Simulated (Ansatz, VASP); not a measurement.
# Al (Al(111) film, 3 layers, groove): VASP beside Ansatz, part 2 of 2

Wanted: the spread between two codes on one cell, functional and k mesh. Of the first pair: The structure shown is the start of the Ansatz relaxation below; VASP solves that cell, so the two are compared at the walk's first step.

VASP 6.6.1 and Ansatz 0.2.0.

So far. Step 4 (Comparison): The forces differ by 1.0 meV/Å r.m.s., which is 1.5 % of the r.m.s. force of 0.064 eV/Å (both taken over all components). With vacuum in the cell, a pressure given here is an average over mostly empty space and none of the material.

### Step 5. Ansatz: relaxation, PBE

Level of this step: Ansatz beside VASP: Kohn-Sham DFT, plane waves, PBE (Ansatz).

This run makes the geometry at which the two programs are then compared.

The structure compared here is the end of the Ansatz relaxation.

The input, input.yaml:

```yaml
crystal:
  lattice:
    - [15.6741931383, 0.0, 0.0]
    - [0.0, 2.862347037, 0.0]
    - [0.0, 0.0, 39.6618439764]
  atoms:
    - { symbol: Al, position: [0.2870961178, 0.0, 0.0] }
    - { symbol: Al, position: [0.2870961178, 0.5, 0.0625] }
    - { symbol: Al, position: [0.4362008627, 0.0, 0.0416666667] }
    - { symbol: Al, position: [0.4362008627, 0.5, 0.1041666667] }
    - { symbol: Al, position: [0.5853056076, 0.0, 0.0833333333] }
    - { symbol: Al, position: [0.5853056076, 0.5, 0.0208333333] }
    - { symbol: Al, position: [0.2870961178, 0.0, 0.125] }
    - { symbol: Al, position: [0.2870961178, 0.5, 0.1875] }
    - { symbol: Al, position: [0.4362008627, 0.0, 0.1666666667] }
    - { symbol: Al, position: [0.4362008627, 0.5, 0.2291666667] }
    - { symbol: Al, position: [0.5853056076, 0.0, 0.2083333333] }
    - { symbol: Al, position: [0.5853056076, 0.5, 0.1458333333] }
    - { symbol: Al, position: [0.2870961178, 0.0, 0.25] }
    - { symbol: Al, position: [0.2870961178, 0.5, 0.3125] }
    - { symbol: Al, position: [0.4362008627, 0.0, 0.2916666667] }
    - { symbol: Al, position: [0.4362008627, 0.5, 0.3541666667] }
    - { symbol: Al, position: [0.5853056076, 0.0, 0.3333333333] }
    - { symbol: Al, position: [0.5853056076, 0.5, 0.2708333333] }
    - { symbol: Al, position: [0.2870961178, 0.0, 0.375] }
    - { symbol: Al, position: [0.2870961178, 0.5, 0.4375] }
    - { symbol: Al, position: [0.4362008627, 0.0, 0.4166666667] }
    - { symbol: Al, position: [0.4362008627, 0.5, 0.4791666667] }
    - { symbol: Al, position: [0.5853056076, 0.5, 0.3958333333] }
    - { symbol: Al, position: [0.2870961178, 0.0, 0.5] }
    - { symbol: Al, position: [0.2870961178, 0.5, 0.5625] }
    - { symbol: Al, position: [0.4362008627, 0.0, 0.5416666667] }
    - { symbol: Al, position: [0.4362008627, 0.5, 0.6041666667] }
    - { symbol: Al, position: [0.5853056076, 0.0, 0.5833333333] }
    - { symbol: Al, position: [0.2870961178, 0.0, 0.625] }
    - { symbol: Al, position: [0.2870961178, 0.5, 0.6875] }
    - { symbol: Al, position: [0.4362008627, 0.0, 0.6666666667] }
    - { symbol: Al, position: [0.4362008627, 0.5, 0.7291666667] }
    - { symbol: Al, position: [0.5853056076, 0.0, 0.7083333333] }
    - { symbol: Al, position: [0.5853056076, 0.5, 0.6458333333] }
    - { symbol: Al, position: [0.2870961178, 0.0, 0.75] }
    - { symbol: Al, position: [0.2870961178, 0.5, 0.8125] }
    - { symbol: Al, position: [0.4362008627, 0.0, 0.7916666667] }
    - { symbol: Al, position: [0.4362008627, 0.5, 0.8541666667] }
    - { symbol: Al, position: [0.5853056076, 0.0, 0.8333333333] }
    - { symbol: Al, position: [0.5853056076, 0.5, 0.7708333333] }
    - { symbol: Al, position: [0.2870961178, 0.0, 0.875] }
    - { symbol: Al, position: [0.2870961178, 0.5, 0.9375] }
    - { symbol: Al, position: [0.4362008627, 0.0, 0.9166666667] }
    - { symbol: Al, position: [0.4362008627, 0.5, 0.9791666667] }
    - { symbol: Al, position: [0.5853056076, 0.0, 0.9583333333] }
    - { symbol: Al, position: [0.5853056076, 0.5, 0.8958333333] }
kpoints:
  mp_grid: { grid: [1, 8, 1] }
hamiltonian:
  xc: pbe
  pseudopotentials: { kind: paw, azcp: { folder: soft_1 } }
scf:
  occupations: { method: fermi_dirac, width: 0.1 }
relax:
  f_tol: 0.03
  max_steps: 40
  constraints:
    - { sites: [0, 1, 2, 3, 4, 5, 6, 7, 8, 9, 10, 11, 12, 13, 14, 15, 16, 17, 18, 19, 23, 24, 28, 29, 30, 31, 32, 33, 34, 35, 36, 37, 38, 39, 40, 41, 42, 43, 44, 45] }
```

Started as:

```sh
$ ansatz run input.yaml --threads 8 --pin off --max-ram 15360MiB --backend cpu --events-out ev --progress --plain --runs-dir out
```

Numbers of over 12 decimals in the logs are rounded to 6 here.

Output:

```text
[...]
Crystal: 46 atoms, lattice volume = 1779.428 Å³
Basis set: ecut = 420 eV, 34821 PW (Γ), exchange–correlation on 216×40×540 points (8 copies of the dense FFT grid, shifted against one another)
Bands: 115, of which v1, the nominal top of the filled ones, is band 69 counted from 1 (68 counted from 0)
Symmetry: 2 space group operations
[...]
k-points: 5 of 8
[...]
- { symbol: Al, position: [0.5853056076, 0.0, 0.0833333333] }
    - { symbol: Al, position: [0.5853056076, 0.5, 0.0208333333] }
    - { symbol: Al, position: [0.2870961178, 0.0, 0.125] }
    - { symbol: Al, position: [0.2870961178, 0.5, 0.1875] }
[...]
- { symbol: Al, position: [0.436201, 0.0, 0.916667] }
    - { symbol: Al, position: [0.436201, 0.5, 0.9791666667] }
    - { symbol: Al, position: [0.5853056076, 0.0, 0.958333] }
    - { symbol: Al, position: [0.5853056076, 0.5, 0.8958333333] }
[key lines of the parts left out:]
SCF converged after 5 iterations
Free energy (F): -24713.888344 eV
Fermi energy:    1.196376 eV
```

### Step 6. VASP: single point, PBE, relaxed cell, pair 2

The same cell, functional, mesh and smearing now go to VASP, with its own data sets.

The input, INCAR:

```
SYSTEM = Al
PREC = Accurate
ENCUT = 400
EDIFF = 1E-06
NELM = 120
ISMEAR = -1
SIGMA = 0.1
LREAL = Auto
ALGO = Normal
GGA = PE
NBANDS = 104
LORBIT = 11
LWAVE = .FALSE.
LCHARG = .FALSE.
ISIF = 2
LASPH = .TRUE.
GGA_COMPAT = .FALSE.
KPAR = 4
```

The input, POSCAR:

```
Al
1.0
   15.6741931383      0.0000000000      0.0000000000
    0.0000000000      2.8623470370      0.0000000000
    0.0000000000      0.0000000000     39.6618439764
Al
46
Direct
    0.2870961178      0.0000000000      0.0000000000
    0.2870961178      0.5000000000      0.0625000000
    0.4362008627      0.0000000000      0.0416666667
    0.4362008627      0.5000000000      0.1041666667
    0.5853056076      0.0000000000      0.0833333333
    0.5853056076      0.5000000000      0.0208333333
    0.2870961178      0.0000000000      0.1250000000
    0.2870961178      0.5000000000      0.1875000000
    0.4362008627      0.0000000000      0.1666666667
    0.4362008627      0.5000000000      0.2291666667
    0.5853056076      0.0000000000      0.2083333333
    0.5853056076      0.5000000000      0.1458333333
    0.2870961178      0.0000000000      0.2500000000
    0.2870961178      0.5000000000      0.3125000000
    0.4362008627      0.0000000000      0.2916666667
    0.4362008627      0.5000000000      0.3541666667
    0.5853056076      0.0000000000      0.3333333333
    0.5853056076      0.5000000000      0.2708333333
    0.2870961178      0.0000000000      0.3750000000
    0.2870961178      0.5000000000      0.4375000000
    0.4405045931      0.0000000000      0.4185127067
    0.4392223890      0.5000000000      0.4799832557
    0.5824583445      0.5000000000      0.3941556928
    0.2870961178      0.0000000000      0.5000000000
    0.2870961178      0.5000000000      0.5625000000
    0.4428089348      0.0000000000      0.5410621383
    0.4339744461      0.5000000000      0.6043323984
    0.5829070138      0.0000000000      0.5847027508
    0.2870961178      0.0000000000      0.6250000000
    0.2870961178      0.5000000000      0.6875000000
    0.4362008627      0.0000000000      0.6666666667
    0.4362008627      0.5000000000      0.7291666667
    0.5853056076      0.0000000000      0.7083333333
    0.5853056076      0.5000000000      0.6458333333
    0.2870961178      0.0000000000      0.7500000000
    0.2870961178      0.5000000000      0.8125000000
    0.4362008627      0.0000000000      0.7916666667
    0.4362008627      0.5000000000      0.8541666667
    0.5853056076      0.0000000000      0.8333333333
    0.5853056076      0.5000000000      0.7708333333
    0.2870961178      0.0000000000      0.8750000000
    0.2870961178      0.5000000000      0.9375000000
    0.4362008627      0.0000000000      0.9166666667
    0.4362008627      0.5000000000      0.9791666667
    0.5853056076      0.0000000000      0.9583333333
    0.5853056076      0.5000000000      0.8958333333
```

The input, KPOINTS:

```
Automatic mesh
0
Gamma
1 8 1
0 0 0
```

PAW data sets: Al (PBE family, release 64).

Started as:

```sh
$ mpirun -np 8 vasp_std
```

Output:

```text
[banner, memory and clock lines left out]
running    8 mpi-ranks, on    1 nodes
[...]
[... a notice as in an earlier step ...]

 LDA part: xc-table for (Slater+PW92), standard interpolation
 POSCAR, INCAR and KPOINTS ok, starting setup
[...]
entering main loop
       N       E                     dE             d eps       ncg     rms          rms(c)
DAV:   1     0.350544149651E+03    0.35054E+03   -0.36890E+04  1072   0.783E+02
DAV:   2    -0.136054931341E+03   -0.48660E+03   -0.45627E+03  1280   0.148E+02
DAV:   3    -0.168061641027E+03   -0.32007E+02   -0.30719E+02  1400   0.346E+01
DAV:   4    -0.169340063538E+03   -0.12784E+01   -0.12685E+01  1576   0.787E+00
[...]
DAV:  28    -0.161072924794E+03   -0.28650E-05   -0.19589E-07   760   0.103E-03    0.411E-04
DAV:  29    -0.161072926640E+03   -0.18461E-05   -0.15260E-07   768   0.816E-04    0.334E-04
DAV:  30    -0.161072927618E+03   -0.97731E-06   -0.70708E-08   760   0.633E-04
   1 F= -.16107293E+03 E0= -.16077019E+03  d E =-.605484E+00
```

Parts of OUTCAR (step 6):

```text
  Total       -5.6856738    -16.6187206    -19.2032876      0.0000000      0.0000000     -0.4756913
  in kB       -5.1193184    -14.9633138    -17.2904297      0.0000000      0.0000000     -0.4283073
  external PRESSURE =     -12.4576873 kB  Pullay stress =       0.0000000 kB

 POSITION                                       TOTAL-FORCE (eV/Angst)
 -----------------------------------------------------------------------------------
      4.50000      0.00000      0.00000         0.082639      0.000000      0.018851
      4.50000      1.43117      2.47887         0.075809      0.000000      0.021039
      6.83710      0.00000      1.65258         0.029230      0.000000     -0.019305
      6.83710      1.43117      4.13144         0.019410      0.000000      0.002211
      9.17419      0.00000      3.30515        -0.093680      0.000000     -0.007487
      9.17419      1.43117      0.82629        -0.090078      0.000000      0.032786
      4.50000      0.00000      4.95773         0.075634      0.000000      0.044069
      4.50000      1.43117      7.43660         0.095805      0.000000     -0.024843
      6.83710      0.00000      6.61031        -0.020312      0.000000     -0.018925
      6.83710      1.43117      9.08917        -0.024862      0.000000      0.046058
      9.17419      0.00000      8.26288        -0.076616      0.000000     -0.010230
      9.17419      1.43117      5.78402        -0.099434      0.000000     -0.034028
      4.50000      0.00000      9.91546         0.084653      0.000000     -0.020131
      4.50000      1.43117     12.39433         0.116264      0.000000      0.005652
[...]
-----------------------------------------------------------------------------------
    total drift:                               -0.012696      0.000000     -0.000202

  FREE ENERGIE OF THE ION-ELECTRON SYSTEM (eV)
  ---------------------------------------------------
  free  energy   TOTEN  =      -161.0729276176 eV

  energy  without entropy=     -160.4674435720  energy(sigma->0) =     -160.77018559

[... 2 parts as in an earlier step ...]

[... 1 further part left out ...]
[key lines of the parts left out:]
E-fermi :   1.2249
```

### Step 7. Differences

Forces on 10 of the 46 atoms, those with the largest forces and the largest differences (eV/Å; atoms numbered as in POSCAR):

```csv
atom,"Ansatz x, y, z","VASP x, y, z"
Al14,"0.115, 0.000, 0.007","0.116, 0.000, 0.006"
Al16,"-0.147, 0.000, 0.055","-0.147, 0.000, 0.057"
Al17,"-0.112, 0.000, -0.230","-0.114, 0.000, -0.230"
Al19,"0.139, 0.000, 0.052","0.140, 0.000, 0.049"
Al25,"0.139, 0.000, 0.000","0.139, 0.000, 0.002"
Al26,"-0.001, 0.000, 0.004","0.002, 0.000, 0.002"
Al29,"0.041, 0.000, -0.080","0.042, 0.000, -0.078"
Al30,"0.107, 0.000, 0.059","0.108, 0.000, 0.059"
Al34,"-0.145, 0.000, 0.099","-0.147, 0.000, 0.098"
Al41,"0.069, 0.000, -0.006","0.071, 0.000, -0.009"
```

The forces differ by 1.0 meV/Å r.m.s., which is 1.9 % of the r.m.s. force of 0.052 eV/Å (both taken over all components). With vacuum in the cell, a pressure given here is an average over mostly empty space and none of the material.

### Step 8. Outcome

```
r.m.s. force difference (single point, PBE, start cell, pair 1)   : 0.98 meV/Å
r.m.s. force difference (single point, PBE, relaxed cell, pair 2) : 0.99 meV/Å
```

The r.m.s. force difference is 0.99 meV/Å (single point, PBE, relaxed cell, pair 2), within the 12 meV/Å picked in this series as the mark of a large difference. How closely two codes agree says nothing of how well the functional describes the real material.

[Lines on the potential files, build, host, timing and source positions are cut from VASP's logs without a mark.]

[Logs are printed without paths, hosts, clocks, repeated set-up lines and the standing remarks that a program may print on its own settings, such as how far it seeks lower states.]

[Hosts, paths, dates, database ids (printed as entryN), source tags and the programs' standing remarks are cut or masked in the printed files.]
